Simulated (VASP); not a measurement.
Given:

```
Ti
1.0
    1.47500    -2.55477     0.00000
    1.47500     2.55477     0.00000
    0.00000     0.00000     4.68000
Ti
2
Direct
  0.33333   0.66667   0.25000
  0.66667   0.33333   0.75000
```

Calculation: SCAN meta-GGA, VASP's PBE PAW potentials (set 64) (plane waves; VASP 6.6.1). Settings: 520 eV cut-off, 13×13×7 Γ-centred mesh, first-order Methfessel-Paxton smearing of 0.10 eV, potentials Ti_sv.

Problem. The ions, cell shape and volume are relaxed. Predict the relaxed structure.

Solution. 
```
Ti
1.0
    1.46776    -2.54224     0.00000
    1.46776     2.54224     0.00000
    0.00000     0.00000     4.63765
Ti
2
Direct
  0.33333   0.66667   0.25000
  0.66667   0.33333   0.75000
```
Space group P6_3/mmc (194), at a tolerance of 0.03 Å.

Problem. How do energy and volume change from the first to the last step?

Solution. The energy (σ→0) changes by -4.3 meV/atom and the volume by -1.9 %, in 7 ionic steps.

The compound is Ti in the hcp structure. This run relaxes it. Symmetry was kept, so distortions that lower it aren't found.
